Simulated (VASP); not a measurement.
Level of theory: PBEsol GGA, VASP's PBE PAW potentials (set 64) (plane waves; VASP).

VASP input:

File KPOINTS:
```
K-points
0
Gamma
7 7 7
```

INCAR:
```
SYSTEM = MnSi
PREC = Accurate
ENCUT = 500
EDIFF = 1E-6
NELM = 100
ALGO = Normal
LREAL = .FALSE.
LASPH = .TRUE.
ISMEAR = 1
SIGMA = 0.1
GGA = PS
LMAXMIX = 4
ISPIN = 2
MAGMOM = 0.9 0.9 0.9 0.9 -0.0 -0.0 -0.0 -0.0
LORBIT = 10
LWAVE = .FALSE.
LCHARG = .FALSE.
IBRION = 2
ISIF = 3
NSW = 40
EDIFFG = -0.02
PSTRESS = 200
```

POSCAR:
```
MnSi
1
    4.3560688392    -0.0000000000    -0.0000000000
   -0.0000000000     4.3560688392     0.0000000000
    0.0000000000     0.0000000000     4.3560688392
Mn Si
4 4
Direct
  0.8606422062   0.6393577938   0.3606422062
  0.3606422062   0.8606422062   0.6393577938
  0.1393577938   0.1393577938   0.1393577938
  0.6393577938   0.3606422062   0.8606422062
  0.1538972352   0.3461027648   0.6538972352
  0.6538972352   0.1538972352   0.3461027648
  0.8461027648   0.8461027648   0.8461027648
  0.3461027648   0.6538972352   0.1538972352
```

POTCAR, in this order: Mn_pv Si (PBE.64 set). Program: vasp_std.

What VASP printed:

### OUTCAR
```
 ion  position               nearest neighbor table
   1  0.861  0.639  0.361-   5 2.21   6 2.30   7 2.30   8 2.30   6 2.42   7 2.42   8 2.42   2 2.67
                             4 2.67   3 2.67   3 2.67   2 2.67   4 2.67
   2  0.361  0.861  0.639-   6 2.21   5 2.30   7 2.30   8 2.30   8 2.42   5 2.42   7 2.42   1 2.67
                             3 2.67   4 2.67   3 2.67   1 2.67   4 2.67
   3  0.139  0.139  0.139-   7 2.21   6 2.30   5 2.30   8 2.30   8 2.42   5 2.42   6 2.42   2 2.67
                             4 2.67   1 2.67   2 2.67   1 2.67   4 2.67
   4  0.639  0.361  0.861-   8 2.21   6 2.30   7 2.30   5 2.30   5 2.42   6 2.42   7 2.42   1 2.67
                             1 2.67   2 2.67   2 2.67   3 2.67   3 2.67
   5  0.154  0.346  0.654-   1 2.21   2 2.30   3 2.30   4 2.30   2 2.42   3 2.42   4 2.42   8 2.69
                             8 2.69   6 2.69   7 2.69   7 2.69   6 2.69
   6  0.654  0.154  0.346-   2 2.21   1 2.30   3 2.30   4 2.30   4 2.42   1 2.42   3 2.42   7 2.69
                             7 2.69   8 2.69   8 2.69   5 2.69   5 2.69
   7  0.846  0.846  0.846-   3 2.21   2 2.30   1 2.30   4 2.30   4 2.42   1 2.42   2 2.42   6 2.69
                             6 2.69   8 2.69   5 2.69   5 2.69   8 2.69
   8  0.346  0.654  0.154-   4 2.21   2 2.30   3 2.30   1 2.30   1 2.42   2 2.42   3 2.42   5 2.69
                             5 2.69   7 2.69   6 2.69   6 2.69   7 2.69
  LATTYP: Found a simple cubic cell.
 ALAT       =     4.3560688392
 Subroutine PRICEL returns:
 Original cell was already a primitive cell.
 Subroutine GETGRP returns: Found 12 space group operations
The static configuration has the point symmetry C_3 .
 The point group associated with its full space group is T   .
The dynamic configuration has the point symmetry C_3 .
The overall configuration has the point symmetry C_3 .
 Subroutine INISYM returns: Found 12 space group operations
 Subroutine IBZKPT returns following result:
 Found     24 irreducible k-points:

 Following reciprocal coordinates:
            Coordinates               Weight
  0.000000  0.000000  0.000000      1.000000
  0.142857  0.000000  0.000000      6.000000
  0.285714  0.000000  0.000000      6.000000
  0.428571  0.000000  0.000000      6.000000
  0.142857  0.142857  0.000000     12.000000
  0.285714  0.142857  0.000000     12.000000
 -0.142857  0.285714  0.000000     12.000000
  0.428571  0.142857  0.000000     12.000000
 -0.142857  0.428571  0.000000     12.000000
  0.285714  0.285714  0.000000     12.000000
  0.428571  0.285714  0.000000     12.000000
 -0.285714  0.428571  0.000000     12.000000
  0.428571  0.428571  0.000000     12.000000
  0.142857  0.142857  0.142857      8.000000
  0.285714  0.142857  0.142857     24.000000
  0.428571  0.142857  0.142857     24.000000
  0.285714  0.285714  0.142857     24.000000
  0.428571  0.285714  0.142857     24.000000
 -0.285714  0.428571  0.142857     24.000000
  0.428571  0.428571  0.142857     24.000000
  0.285714  0.285714  0.285714      8.000000
  0.428571  0.285714  0.285714     24.000000
  0.428571  0.428571  0.285714     24.000000
  0.428571  0.428571  0.428571      8.000000
   k-points           NKPTS =     24   k-points in BZ     NKDIM =     24   number of bands    NBANDS=     42
   number of dos      NEDOS =    301   number of ions     NIONS =      8
   total plane-waves  NPLWV =  32768
   dimension x,y,z NGX =    32 NGY =   32 NGZ =   32
   dimension x,y,z NGXF=    64 NGYF=   64 NGZF=   64
   ions per type =               4   4
   PREC   = accura    normal or accurate (medium, high low for compatibility)
   ISTART =      0    job   : 0-new  1-cont  2-samecut
   ICHARG =      2    charge: 1-file 2-atom 10-const
   ISPIN  =      2    spin polarized calculation?
   LNONCOLLINEAR =      F non collinear calculations
   LSORBIT =      F    spin-orbit coupling
   INIWAV =      1    electr: 0-lowe 1-rand  2-diag
   ENCUT  =  500.0 eV  36.75 Ry    6.06 a.u.   7.94  7.94  7.94*2*pi/ulx,y,z
   NELM   =    100;   NELMIN=  2; NELMDL= -5     # of ELM steps
   EDIFF  = 0.1E-05   stopping-criterion for ELM
   LREAL  =      F    real-space projection
   NLSPLINE    = F    spline interpolate recip. space projectors
   LMAXMIX     =    4 max onsite mixed and CHGCAR
...
```

OSZICAR:
```
       N       E                     dE             d eps       ncg     rms          rms(c)
DAV:   1     0.805896505152E+03    0.80590E+03   -0.35334E+04  4032   0.191E+03
DAV:   2    -0.629593587197E+01   -0.81219E+03   -0.78875E+03  4032   0.568E+02
DAV:   3    -0.733473188524E+02   -0.67051E+02   -0.64731E+02  4624   0.167E+02
DAV:   4    -0.753806018026E+02   -0.20333E+01   -0.20093E+01  4836   0.291E+01
DAV:   5    -0.754205780080E+02   -0.39976E-01   -0.39911E-01  4768   0.443E+00    0.418E+01
DAV:   6    -0.742924194813E+02    0.11282E+01   -0.19816E+02  4872   0.100E+02    0.262E+01
DAV:   7    -0.660991846952E+02    0.81932E+01   -0.69564E+01  4296   0.606E+01    0.997E+00
DAV:   8    -0.659506179819E+02    0.14857E+00   -0.30397E+00  4276   0.963E+00    0.261E+00
DAV:   9    -0.658983765219E+02    0.52241E-01   -0.24609E-01  4944   0.332E+00    0.105E+00
DAV:  10    -0.658952331778E+02    0.31433E-02   -0.79010E-03  4488   0.680E-01    0.581E-01
DAV:  11    -0.658940512970E+02    0.11819E-02   -0.38823E-03  4750   0.331E-01    0.164E-01
DAV:  12    -0.658942755460E+02   -0.22425E-03   -0.56704E-04  5304   0.145E-01    0.119E-01
DAV:  13    -0.658944262148E+02   -0.15067E-03   -0.27048E-04  5026   0.998E-02    0.813E-02
DAV:  14    -0.658945721685E+02   -0.14595E-03   -0.44675E-04  5146   0.127E-01    0.527E-02
DAV:  15    -0.658946695140E+02   -0.97345E-04   -0.58742E-04  5066   0.146E-01    0.332E-02
DAV:  16    -0.658946943514E+02   -0.24837E-04   -0.12340E-04  5256   0.626E-02    0.203E-02
DAV:  17    -0.658947024412E+02   -0.80898E-05   -0.93305E-05  4870   0.574E-02    0.112E-02
DAV:  18    -0.658947040107E+02   -0.15695E-05   -0.36266E-06  3772   0.152E-02    0.330E-03
DAV:  19    -0.658947041492E+02   -0.13849E-06   -0.44088E-07  2170   0.544E-03
   1 F= -.55576512E+02 E0= -.55575584E+02  d E =-.555765E+02  mag=     2.5727
```

### OUTCAR
```
------------------------ aborting loop because EDIFF is reached ----------------------------------------
  FORCE on cell =-STRESS in cart. coord.  units (eV):
  Direction    XX          YY          ZZ          XY          YZ          ZX
  --------------------------------------------------------------------------------------
  Total       10.3115967     10.3115967     10.3115967     -0.0000000     -0.0000000      0.0000000
  in kB      199.8721573    199.8721573    199.8721573     -0.0000000     -0.0000000      0.0000000
  external PRESSURE =      -0.1278427 kB  Pullay stress =     200.0000000 kB
  volume of cell :       82.66
      direct lattice vectors                 reciprocal lattice vectors
     4.356068839  0.000000000  0.000000000     0.229564784  0.000000000  0.000000000
     0.000000000  4.356068839  0.000000000     0.000000000  0.229564784  0.000000000
     0.000000000  0.000000000  4.356068839     0.000000000  0.000000000  0.229564784
 POSITION                                       TOTAL-FORCE (eV/Angst)
 -----------------------------------------------------------------------------------
      3.74902      2.78509      1.57098         0.004533     -0.004533      0.004533
      1.57098      3.74902      2.78509         0.004533      0.004533     -0.004533
      0.60705      0.60705      0.60705        -0.004533     -0.004533     -0.004533
      2.78509      1.57098      3.74902        -0.004533      0.004533      0.004533
      0.67039      1.50765      2.84842        -0.011381      0.011381     -0.011381
      2.84842      0.67039      1.50765        -0.011381     -0.011381      0.011381
      3.68568      3.68568      3.68568         0.011381      0.011381      0.011381
      1.50765      2.84842      0.67039         0.011381     -0.011381     -0.011381
 -----------------------------------------------------------------------------------
    total drift:                               -0.000001     -0.000002      0.000000
  FREE ENERGIE OF THE ION-ELECTRON SYSTEM (eV)
  ---------------------------------------------------
  free  energy   TOTEN  =       -65.8947041492 eV

  energy  without entropy=      -65.8919215716  energy(sigma->0) =      -65.89377662
  enthalpy is  TOTEN    =       -55.5765118808 eV   P V=       10.3181922684

 total charge

# of ion       s       p       d       tot
------------------------------------------
    1        0.377   6.468   5.426  12.271
    2        0.377   6.468   5.426  12.271
    3        0.377   6.468   5.426  12.271
    4        0.377   6.468   5.426  12.271
    5        0.749   0.978   0.000   1.726
    6        0.749   0.978   0.000   1.726
    7        0.749   0.978   0.000   1.726
    8        0.749   0.978   0.000   1.726
--------------------------------------------------
tot          4.501  29.785  21.703  55.989

 magnetization (x)

# of ion       s       p       d       tot
------------------------------------------
    1       -0.000   0.004   0.666   0.670
    2       -0.000   0.004   0.666   0.670
    3       -0.000   0.004   0.666   0.670
    4       -0.000   0.004   0.666   0.670
    5       -0.007  -0.019   0.000  -0.027
    6       -0.007  -0.019   0.000  -0.027
    7       -0.007  -0.019   0.000  -0.027
    8       -0.007  -0.019   0.000  -0.027
--------------------------------------------------
tot         -0.030  -0.063   2.666   2.572

 reached required accuracy - stopping structural energy minimisation
```
(Selected blocks of OUTCAR.)

File OUTCAR:
```
 val. band max:       12.5183478444   @ k =   0.2857   0.2857   0.0000

 cond. band min:      12.5198996084   @ k =   0.1429   0.0000   0.0000


 Fermi energy:        12.5189955325

 spin component 1

 k-point     1 :       0.0000    0.0000    0.0000
  band No.  band energies     occupation
      1     -35.4841      1.00000
      2     -35.4841      1.00000
      3     -35.4841      1.00000
      4     -35.3891      1.00000
      5     -35.3891      1.00000
      6     -35.3891      1.00000
      7     -35.3721      1.00000
      8     -35.3721      1.00000
      9     -35.2819      1.00000
     10     -35.2819      1.00000
     11     -35.2819      1.00000
     12     -35.2137      1.00000
     13      -1.0776      1.00000
     14       4.3434      1.00000
     15       4.3434      1.00000
     16       4.3434      1.00000
     17       7.3256      1.00000
     18       7.3256      1.00000
     19       7.3256      1.00000
     20       8.7652      1.00000
     21       8.7652      1.00000
     22       8.7652      1.00000
     23       9.4240      1.00000
     24       9.6216      1.00000
     25       9.6216      1.00000
     26       9.9298      1.00000
     27       9.9298      1.00000
     28       9.9298      1.00000
     29      10.5566      1.00000
     30      10.5566      1.00000
     31      10.5566      1.00000
     32      12.4479      0.96370
     33      12.4479      0.96369
     34      12.4479      0.96369
     35      12.5689      0.13041
     36      12.5689      0.13039
     37      13.7355     -0.00000
     38      13.7355     -0.00000
     39      13.7355     -0.00000
     40      16.3305      0.00000
     41      16.3305      0.00000
     42      16.3305      0.00000

 k-point     2 :       0.1429    0.0000    0.0000
  band No.  band energies     occupation
      1     -35.5033      1.00000
      2     -35.4896      1.00000
      3     -35.4601      1.00000
      4     -35.4063      1.00000
...
```

The moments were started parallel, and other spin orders were not tried in this run.

The compound is MnSi in the B20 structure. It was relaxed first under an external pressure of 20 GPa.
